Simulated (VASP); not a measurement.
The input files of a VASP run:

**INCAR**
```
! general
SYSTEM   =  MgTe
PREC     =  Accurate
ENCUT    =  500   ! plane-wave cut-off (eV)
LREAL    =  .FALSE.   ! projection in real space or not
LASPH    =  .TRUE.

! electronic loop
EDIFF    =  1E-6
NELM     =  100   ! most electronic steps
ALGO     =  Normal   ! blocked Davidson
LMAXMIX  =  4   ! l cut-off of mixed one-centre charges

! smearing
ISMEAR   =  0   ! Gaussian
SIGMA    =  0.05   ! width (eV)

! functional
GGA      =  PS   ! PBEsol

! ions
IBRION   =  2
NSW      =  40   ! most ionic steps
ISIF     =  3
EDIFFG   =  -0.02   ! ionic stop
PSTRESS  =  100   ! kbar

! output
LWAVE    =  .FALSE.
LCHARG   =  .FALSE.
```

**POSCAR**
```
MgTe
1
    4.3932321093     0.0000000000     0.0000000000
   -2.1966160547     3.8046502627     0.0000000000
    0.0000000000     0.0000000000     7.1683071425
Mg Te
2 2
Direct
  0.3333330000   0.6666670000   0.9997619792
  0.6666670000   0.3333330000   0.4997619792
  0.3333330000   0.6666670000   0.3752380208
  0.6666670000   0.3333330000   0.8752380208
```

### KPOINTS
```
Regular mesh
0
gamma
6 6 3
0 0 0
```

POTCAR, in this order: Mg Te (PBE.64 set). Program: vasp_std.

**Question.** Write an equivalent input for Quantum ESPRESSO's pw.x.

**Answer.** One equivalent input (not run):
```
&CONTROL
  calculation = 'vc-relax'
  pseudo_dir = './pseudo'
  outdir = './out'
  tprnfor = .true.
  tstress = .true.
  nstep = 40
  forc_conv_thr = 0.00078
/
&SYSTEM
  ibrav = 0
  nat = 4
  ntyp = 2
  ecutwfc = 84
  occupations = 'smearing'
  smearing = 'gaussian'
  degauss = 0.003675
  input_dft = 'pbesol'
/
&ELECTRONS
  conv_thr = 7.3e-08
  electron_maxstep = 100
/
&IONS
/
&CELL
  press = 100
/
ATOMIC_SPECIES
  Mg 24.305 Mg.upf
  Te 127.600 Te.upf
CELL_PARAMETERS angstrom
     4.3932321    0.0000000    0.0000000
    -2.1966161    3.8046503    0.0000000
     0.0000000    0.0000000    7.1683071
ATOMIC_POSITIONS crystal
  Mg   0.3333330  0.6666670  0.9997620
  Mg   0.6666670  0.3333330  0.4997620
  Te   0.3333330  0.6666670  0.3752380
  Te   0.6666670  0.3333330  0.8752380
K_POINTS automatic
  6 6 3 0 0 0
```
The two are equivalent in intent, not identical: the potentials are each code's own (VASP's PAW set, PseudoDojo norm-conserving files in pw.x), so ENCUT and ecutwfc are chosen apart and not converted; conv_thr bounds pw.x's estimated SCF error, while EDIFF bounds the energy change between steps; forc_conv_thr acts on force components and is met together with etot_conv_thr.

The structure was generated: MgTe was put into the wurtzite type (P6_3mc), which need not be its known phase. This run relaxes it under an external pressure of 10 GPa. Symmetry was kept, so distortions that lower it aren't found.
